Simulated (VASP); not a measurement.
Output of a VASP run:

OSZICAR:
```
...
   7 F= -.18567602E+02 E0= -.18567539E+02  d E =-.362899E-02
       N       E                     dE             d eps       ncg     rms          rms(c)
DAV:   1    -0.224162995817E+02   -0.10085E-01   -0.42076E-01  3256   0.569E+00    0.552E-01
DAV:   2    -0.224127541633E+02    0.35454E-02   -0.15110E-02  3840   0.199E+00    0.335E-01
DAV:   3    -0.224101177408E+02    0.26364E-02   -0.29635E-03  4376   0.110E+00    0.392E-02
DAV:   4    -0.224101978288E+02   -0.80088E-04   -0.89186E-04  3104   0.276E-01    0.262E-02
DAV:   5    -0.224101969628E+02    0.86606E-06   -0.39744E-05  4352   0.836E-02    0.695E-03
DAV:   6    -0.224101959914E+02    0.97133E-06   -0.50861E-06  3056   0.360E-02
   8 F= -.18568497E+02 E0= -.18568328E+02  d E =-.452416E-02
       N       E                     dE             d eps       ncg     rms          rms(c)
DAV:   1    -0.224069209964E+02    0.32760E-02   -0.79436E-01  3472   0.133E+01    0.112E+00
DAV:   2    -0.223830789197E+02    0.23842E-01   -0.99794E-02  3808   0.346E+00    0.428E-01
DAV:   3    -0.223787654340E+02    0.43135E-02   -0.94682E-03  3576   0.209E+00    0.182E-01
DAV:   4    -0.223779271382E+02    0.83830E-03   -0.25751E-03  4232   0.933E-01    0.484E-02
DAV:   5    -0.223779279919E+02   -0.85368E-06   -0.82615E-04  3960   0.336E-01    0.270E-02
DAV:   6    -0.223779167742E+02    0.11218E-04   -0.10796E-04  4664   0.106E-01    0.103E-02
DAV:   7    -0.223779181043E+02   -0.13301E-05   -0.86850E-06  3936   0.265E-02    0.345E-03
DAV:   8    -0.223779176814E+02    0.42292E-06   -0.71035E-07  1552   0.991E-03
   9 F= -.18568135E+02 E0= -.18567901E+02  d E =0.361464E-03
       N       E                     dE             d eps       ncg     rms          rms(c)
DAV:   1    -0.224058942560E+02   -0.27976E-01   -0.25444E-01  3472   0.767E+00    0.625E-01
DAV:   2    -0.223983801821E+02    0.75141E-02   -0.31834E-02  3872   0.196E+00    0.240E-01
DAV:   3    -0.223970082999E+02    0.13719E-02   -0.28671E-03  3568   0.113E+00    0.103E-01
DAV:   4    -0.223967193653E+02    0.28893E-03   -0.82227E-04  4280   0.524E-01    0.263E-02
DAV:   5    -0.223967063558E+02    0.13009E-04   -0.25402E-04  3976   0.188E-01    0.147E-02
DAV:   6    -0.223967008906E+02    0.54652E-05   -0.31182E-05  4576   0.576E-02    0.562E-03
DAV:   7    -0.223967007653E+02    0.12530E-06   -0.21541E-06  2208   0.144E-02
  10 F= -.18569000E+02 E0= -.18568803E+02  d E =-.503013E-03
       N       E                     dE             d eps       ncg     rms          rms(c)
DAV:   1    -0.223969830888E+02   -0.28220E-03   -0.64948E-05  3560   0.121E-01    0.970E-03
DAV:   2    -0.223969814162E+02    0.16726E-05   -0.75473E-06  3088   0.303E-02    0.379E-03
DAV:   3    -0.223969811024E+02    0.31371E-06   -0.69112E-07  1480   0.179E-02
  11 F= -.18569000E+02 E0= -.18568804E+02  d E =-.503573E-03
       N       E                     dE             d eps       ncg     rms          rms(c)
DAV:   1    -0.223986552075E+02   -0.16738E-02   -0.20149E-03  3480   0.674E-01    0.561E-02
DAV:   2    -0.223985956051E+02    0.59602E-04   -0.25319E-04  3864   0.174E-01    0.216E-02
DAV:   3    -0.223985845769E+02    0.11028E-04   -0.23364E-05  3576   0.102E-01    0.928E-03
DAV:   4    -0.223985813516E+02    0.32253E-05   -0.65206E-06  3560   0.468E-02    0.242E-03
DAV:   5    -0.223985805355E+02    0.81608E-06   -0.17360E-06  1912   0.173E-02
  12 F= -.18568992E+02 E0= -.18568799E+02  d E =-.495391E-03
```

### OUTCAR
```
------------------------ aborting loop because EDIFF is reached ----------------------------------------
  FORCE on cell =-STRESS in cart. coord.  units (eV):
  Direction    XX          YY          ZZ          XY          YZ          ZX
  --------------------------------------------------------------------------------------
  Total        3.8056561      3.8056561      3.7853455      0.0000000      0.0000000      0.0000000
  in kB       99.3750676     99.3750676     98.8447085      0.0000000      0.0000000      0.0000000
  external PRESSURE =      -0.8017188 kB  Pullay stress =     100.0000000 kB
  volume of cell :       61.36
      direct lattice vectors                 reciprocal lattice vectors
     3.744167768  0.000000000  0.000000000     0.267082049  0.000000000  0.000000000
     0.000000000  3.744167768  0.000000000     0.000000000  0.267082049 -0.000000000
     0.000000000  0.000000000  4.376753469     0.000000000 -0.000000000  0.228479855
 POSITION                                       TOTAL-FORCE (eV/Angst)
 -----------------------------------------------------------------------------------
      1.87208      0.00000      3.20986         0.000000     -0.000000     -0.014702
      0.00000      1.87208      1.16689         0.000000      0.000000      0.014702
      1.87208      1.87208      0.00000         0.000000      0.000000      0.000000
      0.00000      0.00000      0.00000         0.000000      0.000000      0.000000
 -----------------------------------------------------------------------------------
    total drift:                                0.000000     -0.000000     -0.000000
  FREE ENERGIE OF THE ION-ELECTRON SYSTEM (eV)
  ---------------------------------------------------
  free  energy   TOTEN  =       -22.3985805355 eV

  energy  without entropy=      -22.3980014274  energy(sigma->0) =      -22.39838750
  enthalpy is  TOTEN    =       -18.5689921015 eV   P V=        3.8295884340

 reached required accuracy - stopping structural energy minimisation
```
(Selected blocks of OUTCAR.)

File POSCAR:
```
SnO
1
    3.7973861408     0.0000000000     0.0000000000
    0.0000000000     3.7973861408     0.0000000000
    0.0000000000     0.0000000000     4.5614401892
Sn O
2 2
Direct
  0.5000000000   0.0000000000   0.7447056360
  0.0000000000   0.5000000000   0.2552943640
  0.5000000000   0.5000000000   0.0000000000
  0.0000000000   0.0000000000   0.0000000000
```

Task: Write an INCAR and KPOINTS that could have produced this output.

Result: One answer among several that fit: the input of the run itself, PBE GGA, plane waves, VASP's PBE PAW potentials (set 64).

INCAR:
```
SYSTEM=SnO
PREC=Accurate; ENCUT=620; LREAL=.FALSE.
LASPH=.TRUE.
EDIFF=1E-6; NELM=100; ALGO=Normal
LMAXMIX=4
ISMEAR=1; SIGMA=0.1
GGA=PE
IBRION=2; NSW=40; ISIF=3
EDIFFG=-0.02; PSTRESS=100
LWAVE=.FALSE.; LCHARG=.FALSE.
```

**KPOINTS**
```
Automatic mesh
0
Gamma
  8 8 7
```

POTCAR, in this order: Sn_d O (PBE.64 set). Program: vasp_std.

Energy and stress use the plane-wave basis of the starting cell. Without a dispersion term in the relaxation, distances and binding between the weakly bound layers, chains or molecules are unreliable, and so is what depends on them.

The compound is SnO in the litharge structure. This run relaxes it under an external pressure of 10 GPa. Symmetry was kept, so distortions that lower it aren't found.
